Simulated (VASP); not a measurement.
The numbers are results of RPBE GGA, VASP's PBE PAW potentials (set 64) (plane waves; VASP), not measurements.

VASP input:

POSCAR:
```
FePt
1.0
  2.7817903619   0.0000000000   0.0000000000
  0.0000000000   2.7817903619   0.0000000000
  0.0000000000   0.0000000000   3.8181952474
Fe Pt
1 1
Cartesian
  0.0000000000   0.0000000000   0.0000000000
  1.3908951810   1.3908951810   1.9090976237
```

### KPOINTS
```
Automatic mesh
0
G
  13 13 10
0 0 0
```

### INCAR
```
# general
SYSTEM =FePt
PREC   =Accurate
ENCUT  =520
LREAL  =.False.
LASPH  =.True.

# electronic loop
EDIFF  =1E-7
NELM   =100
ALGO   =Normal
LMAXMIX=6

# smearing
ISMEAR =1
SIGMA  =0.1

# functional
GGA    =RP

# spin
ISPIN  =2
MAGMOM =3.0 0.3

# ions
IBRION =2
NSW    =30
ISIF   =4
EDIFFG =-0.01

# output
LWAVE  =.False.
LCHARG =.False.
LORBIT =10
```

POTCAR, in this order: Fe Pt (PBE.64 set). Program: vasp_std.

The resulting files:

**OSZICAR**
```
       N       E                     dE             d eps       ncg     rms          rms(c)
DAV:   1     0.951500117605E+02    0.95150E+02   -0.87530E+03 10304   0.131E+03
DAV:   2    -0.114013599181E+02   -0.10655E+03   -0.95005E+02 10402   0.253E+02
DAV:   3    -0.150019704629E+02   -0.36006E+01   -0.34718E+01 12516   0.559E+01
DAV:   4    -0.150409893499E+02   -0.39019E-01   -0.39005E-01 11839   0.495E+00
DAV:   5    -0.150419568427E+02   -0.96749E-03   -0.96748E-03 13268   0.891E-01    0.153E+01
DAV:   6    -0.173394599965E+02   -0.22975E+01   -0.19560E+01 11259   0.916E+01    0.301E+01
DAV:   7    -0.137925187465E+02    0.35469E+01   -0.10662E+01 12736   0.827E+01    0.780E+00
DAV:   8    -0.138045776161E+02   -0.12059E-01   -0.51033E-01 12064   0.106E+01    0.408E+00
DAV:   9    -0.137393413328E+02    0.65236E-01   -0.10395E-01 14893   0.678E+00    0.170E+00
DAV:  10    -0.137303596088E+02    0.89817E-02   -0.36027E-02 15109   0.392E+00    0.702E-01
DAV:  11    -0.137301300498E+02    0.22956E-03   -0.25705E-03 14026   0.864E-01    0.269E-01
DAV:  12    -0.137301716705E+02   -0.41621E-04   -0.43833E-04 12278   0.350E-01    0.638E-02
DAV:  13    -0.137301954807E+02   -0.23810E-04   -0.53914E-05 11808   0.796E-02    0.349E-02
DAV:  14    -0.137301960300E+02   -0.54929E-06   -0.38590E-06 13358   0.413E-02    0.168E-02
DAV:  15    -0.137301961049E+02   -0.74902E-07   -0.17528E-06 14018   0.294E-02    0.757E-03
DAV:  16    -0.137301962453E+02   -0.14044E-06   -0.13203E-06 13514   0.238E-02    0.183E-03
DAV:  17    -0.137301962137E+02    0.31583E-07   -0.67781E-08  5733   0.403E-03
   1 F= -.13730196E+02 E0= -.13729663E+02  d E =-.137302E+02  mag=     3.3916
       N       E                     dE             d eps       ncg     rms          rms(c)
DAV:   1    -0.137310851886E+02   -0.88894E-03   -0.41330E-02 11291   0.164E+00    0.174E-01
DAV:   2    -0.137308258651E+02    0.25932E-03   -0.19778E-03 13626   0.105E+00    0.211E-01
DAV:   3    -0.137305396889E+02    0.28618E-03   -0.10642E-03 12835   0.887E-01    0.942E-02
DAV:   4    -0.137304418884E+02    0.97801E-04   -0.17554E-04 13654   0.159E-01    0.366E-02
DAV:   5    -0.137304381765E+02    0.37119E-05   -0.16082E-05 14441   0.766E-02    0.102E-02
DAV:   6    -0.137304376433E+02    0.53320E-06   -0.96509E-07 12106   0.107E-02    0.530E-03
DAV:   7    -0.137304375530E+02    0.90211E-07   -0.21685E-07  9970   0.556E-03
   2 F= -.13730438E+02 E0= -.13729908E+02  d E =-.241339E-03  mag=     3.3885
       N       E                     dE             d eps       ncg     rms          rms(c)
DAV:   1    -0.137306565529E+02   -0.21891E-03   -0.11864E-02 11263   0.880E-01    0.934E-02
DAV:   2    -0.137305815590E+02    0.74994E-04   -0.57149E-04 13641   0.565E-01    0.113E-01
DAV:   3    -0.137304993519E+02    0.82207E-04   -0.30621E-04 12871   0.475E-01    0.505E-02
DAV:   4    -0.137304712763E+02    0.28076E-04   -0.50667E-05 13670   0.856E-02    0.196E-02
DAV:   5    -0.137304702168E+02    0.10595E-05   -0.45898E-06 14454   0.407E-02    0.547E-03
DAV:   6    -0.137304700591E+02    0.15769E-06   -0.26450E-07  8824   0.565E-03    0.287E-03
DAV:   7    -0.137304700265E+02    0.32587E-07   -0.66118E-08  6254   0.327E-03
   3 F= -.13730470E+02 E0= -.13729940E+02  d E =-.273813E-03  mag=     3.3869
```

### OUTCAR
```
------------------------ aborting loop because EDIFF is reached ----------------------------------------
  FORCE on cell =-STRESS in cart. coord.  units (eV):
  Direction    XX          YY          ZZ          XY          YZ          ZX
  --------------------------------------------------------------------------------------
  Total       -0.9523390     -0.9523390     -0.9535355      0.0000000      0.0000000     -0.0000000
  in kB      -51.6410664    -51.6410664    -51.7059494      0.0000000      0.0000000     -0.0000000
  external PRESSURE =     -51.6626941 kB  Pullay stress =       0.0000000 kB
  volume of cell :       29.55
      direct lattice vectors                 reciprocal lattice vectors
     2.776677127  0.000000000  0.000000000     0.360142701  0.000000000 -0.000000000
     0.000000000  2.776677127  0.000000000     0.000000000  0.360142701 -0.000000000
     0.000000000  0.000000000  3.832270565     0.000000000 -0.000000000  0.260941910
 POSITION                                       TOTAL-FORCE (eV/Angst)
 -----------------------------------------------------------------------------------
      0.00000      0.00000      0.00000         0.000000      0.000000      0.000000
      1.38834      1.38834      1.91614        -0.000000     -0.000000      0.000000
 -----------------------------------------------------------------------------------
    total drift:                                0.000000      0.000000     -0.000000
  FREE ENERGIE OF THE ION-ELECTRON SYSTEM (eV)
  ---------------------------------------------------
  free  energy   TOTEN  =       -13.7304700265 eV

  energy  without entropy=      -13.7288808616  energy(sigma->0) =      -13.72994030

 total charge

# of ion       s       p       d       tot
------------------------------------------
    1        0.385   0.397   6.058   6.841
    2        0.684   0.589   8.026   9.299
--------------------------------------------------
tot          1.069   0.987  14.084  16.140

 magnetization (x)

# of ion       s       p       d       tot
------------------------------------------
    1        0.007  -0.009   3.061   3.059
    2       -0.027  -0.066   0.416   0.323
--------------------------------------------------
tot         -0.020  -0.075   3.477   3.381

 reached required accuracy - stopping structural energy minimisation
```
(Selected blocks of OUTCAR.)

**CONTCAR**
```
FePt
   1.00000000000000
     2.7766771268250610    0.0000000000000000    0.0000000000000000
     0.0000000000000000    2.7766771268250610    0.0000000000000000
     0.0000000000000000    0.0000000000000000    3.8322705647809241
  Fe              Pt
     1     1
Direct
     0.0000000000000000    0.0000000000000000    0.0000000000000000
     0.5000000000000000    0.5000000000000000    0.5000000000000000
```

The compound is FePt in the L1_0 structure. This cell is one point of a volume scan, at 1.03 of the reference volume. Symmetry was kept, so distortions that lower it aren't found.
